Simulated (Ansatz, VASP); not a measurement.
# One calculation of Sb2Mo, two programs

```xyz
3
Lattice="1.8738 3.2455 0.0000 -1.8738 3.2455 0.0000 0.0000 0.0000 5.1413" Properties=species:S:1:pos:R:3 pbc="T T T"
Mo    0.0000    0.0000    0.0000
Sb    0.0000    2.1636    1.2853
Sb    0.0000    4.3273    3.8560
```

The cell was built by a generator and needn't be a form met in nature.

Alike in both runs: task single point; functional LDA; k mesh 10 × 10 × 7; no spin polarisation.

```csv
,VASP,Ansatz
version,VASP 6.6.1,Ansatz 0.2.0
potentials or method,"VASP PAW LDA potentials, release 64 (Mo_sv, Sb)",PAW plane waves
plane-wave cutoff (eV),520,420
occupations,"fermi-dirac, width 0.1 eV",fermi-dirac
valence electrons in the cell,24,44
```

|  | VASP | Ansatz | Ansatz less VASP |
| --- | --- | --- | --- |
| pressure (GPa) | 25.0 | 24.8 | -0.27 |
| largest component of the traceless stress (GPa) | 5.44 | 5.54 | +0.101 |
| rms of the force components (eV/Å) | 1.724 | 1.713 | -0.0103 |

Atom by atom the forces differ by 0.010 eV/Å (rms over components). The two sets of potentials don't hold the same shells in valence. Ansatz warned: «structure_snapped_to_symmetry».

Caveats: so large a pressure means that the cell lies far from this level's equilibrium, or that cutoff or potentials fall short (VASP); forces of over 1 eV/Å show positions far from the minimum, so gaps and moduli don't describe the material at rest. The runs have no spin-orbit coupling, so splittings on Sb are missing.
